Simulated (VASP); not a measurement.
VASP runs on HfS$_{2}$ (1T layered) share one base input (PBE GGA, plane waves, VASP's PBE PAW potentials (set 64)) and change the settings named in each case.

### INCAR
```
ALGO = Normal
EDIFF = 1E-6
ENCUT = 400
GGA = PE
ISIF = 2
ISMEAR = 0
LASPH = .TRUE.
LCHARG = .FALSE.
LMAXMIX = 6
LREAL = .FALSE.
LWAVE = .FALSE.
NELM = 100
PREC = Accurate
SIGMA = 0.05
SYSTEM = HfS2
```

**KPOINTS**
```
Automatic mesh
0
Gamma
8 8 4
0 0 0
```

**POSCAR**
```
HfS2
3.630
  0.5000000000  -0.8660253444   0.0000000000
  0.5000000000   0.8660253444   0.0000000000
  0.0000000000   0.0000000000   1.6115702479
Hf S
1 2
Cart
  0.0000000000   0.0000000000   0.0000000000
  0.5000000000   0.2886756921   0.4028925620
  0.5000000000  -0.2886756921   1.2086776860
```

POTCAR, in this order: Hf_pv S (PBE.64 set). Program: vasp_std.

```csv
change,E(σ→0) (eV/atom),pressure (GPa)
base run,-7.6269,0.22
"ENCUT = 520, POTCAR Hf S (PBE.64 set)",-7.6380,(withheld)
"ENCUT = 520, POTCAR Hf_sv S (PBE.64 set)",-8.5642,0.35
"ENCUT = 800, POTCAR Hf_pv S_h (PBE.64 set)",-7.6246,0.29
ENCUT = 520,-7.6273,0.22
ENCUT = 800,-7.6276,0.25
```

### Question
Some entries are withheld; supply them.

### Answer

- ENCUT = 520, POTCAR Hf S (PBE.64 set), pressure (GPa): -0.22

Energies of different potentials or functionals have different zeros. Unless said otherwise, spin-orbit coupling is left out, though it shifts the bands of the heavy elements here.

Left out are runs that ran out of time, are held back, or changed the cell or the kind of run, fixed moments of cells without a moment, rows past the twelfth, gaps on odd meshes, pressures of charged cells and columns that move by less than the noise.

The compound is HfS2 in the 1T layered structure. The cell was not relaxed at this level.
